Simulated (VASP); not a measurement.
CoSi: relaxation of cell and atoms with r2SCAN

The system is CoSi.

```
Co Si
1.0
     4.43800    0.00000    0.00000
     0.00000    4.43800    0.00000
     0.00000    0.00000    4.43800
Co Si
4 4
Cartesian
  0.6213 0.6213 0.6213
  1.5977 3.8167 2.8403
  2.8403 1.5977 3.8167
  3.8167 2.8403 1.5977
  3.7412 3.7412 3.7412
  2.9158 0.6968 1.5222
  1.5222 2.9158 0.6968
  0.6968 1.5222 2.9158
```

- Program: VASP 6.6.1
- Task: relaxation of cell and atoms
- Functional: r2SCAN
- Potentials or basis: VASP PAW PBE potentials, release 64 (Co, Si)
- Cutoff: 600 eV
- k mesh: 8 × 8 × 8
- Occupations: methfessel-paxton, width 0.1 eV
- Spin: no spin polarisation
- Further INCAR settings: ALGO = Normal; EDIFF = 1e-06; IBRION = 2; EDIFFG = -0.01; NSW = 90; ISIF = 3

```json
{"Relaxed volume": "10.53 Å³/atom", "Relaxed cell": "a = 4.383 Å, b = 4.383 Å, c = 4.383 Å, α = 90.00°, β = 90.00°, γ = 90.00°", "Space group after relaxing (to 0.05 Å)": "P2_13 (No. 198)", "Energy gained by relaxing": "12.9 meV/atom", "Ionic steps": "14", "Pressure after relaxing": "0.0 GPa", "Largest force after relaxing": "0.006 eV/Å", "Band gap on the k mesh": "none (metal or under the smearing width)"}
```

Forces in eV/Å, atoms in the order of the input:
```
Co  -0.003 -0.003 -0.003
Co   0.003  0.003 -0.003
Co  -0.003  0.003  0.003
Co   0.003 -0.003  0.003
Si   0.003  0.003  0.003
Si  -0.003 -0.003  0.003
Si   0.003 -0.003 -0.003
Si  -0.003  0.003 -0.003
```

Step by step:
| step | energy change (eV) | largest force (eV/Å) | pressure (GPa) | volume (Å³) |
| --- | --- | --- | --- | --- |
| 1 | 0.0000 | 0.2416 | -7.64 | 87.41 |
| 2 | 0.0383 | 0.4410 | 11.67 | 80.98 |
| 3 | -0.0765 | 0.3356 | 0.28 | 84.44 |
| 4 | -0.0929 | 0.2107 | 0.21 | 84.32 |
| 5 | -0.1026 | 0.0395 | 0.25 | 84.11 |
| 6 | -0.1030 | 0.0334 | 0.23 | 84.14 |
| 7 | -0.1030 | 0.0331 | 0.28 | 84.13 |
| 8 | -0.1029 | 0.0144 | -0.24 | 84.39 |
| 9 | -0.1031 | 0.0117 | -0.39 | 84.30 |
| 10 | -0.1031 | 0.0210 | -0.15 | 84.23 |
| 11 | -0.1031 | 0.0225 | -0.06 | 84.22 |
| 12 | -0.1031 | 0.0218 | 0.00 | 84.22 |
| 13 | -0.1031 | 0.0213 | -0.02 | 84.23 |
| 14 | -0.1032 | 0.0060 | 0.03 | 84.20 |

Final structure:
```
Co Si
1.0
     4.38307    0.00000    0.00000
     0.00000    4.38307    0.00000
     0.00000    0.00000    4.38307
Co Si
4 4
Direct
  0.14582 0.14582 0.14582
  0.35418 0.85418 0.64582
  0.64582 0.35418 0.85418
  0.85418 0.64582 0.35418
  0.84360 0.84360 0.84360
  0.65640 0.15640 0.34360
  0.34360 0.65640 0.15640
  0.15640 0.34360 0.65640
```

Levels at points of the mesh, in eV from the Fermi level:
| k point | band 22 | band 23 | band 24 | band 25 | band 26 | band 27 | band 28 | band 29 | band 30 | band 31 |
| --- | --- | --- | --- | --- | --- | --- | --- | --- | --- | --- |
| (0.00, 0.00, 0.00) | -1.02 | -0.87 | -0.87 | 0.00 | 0.00 | 0.00 | 2.87 | 2.87 | 2.87 | 3.15 |
| (0.50, 0.00, 0.00) | -1.15 | -0.71 | -0.71 | -0.51 | -0.51 | 1.10 | 1.10 | 1.72 | 1.72 | 4.61 |
| (0.50, 0.50, 0.00) | -1.61 | -1.10 | -1.10 | -0.04 | -0.04 | 0.69 | 0.69 | 2.29 | 2.29 | 2.76 |
| (0.50, 0.50, 0.50) | -1.34 | -1.34 | -1.34 | -0.20 | -0.20 | -0.20 | -0.20 | 6.10 | 6.10 | 6.10 |

It took 11 min on 4 MPI ranks on AMD EPYC 9R45 96-Core Processor (Zen 5) (shared host), peak memory 0.29 GiB a rank.

Caveat: the PAW data sets were made with another functional, which shifts forces and pressure a little. Spin polarisation is off, so any magnetic state and its effect on volume and gap are missing.
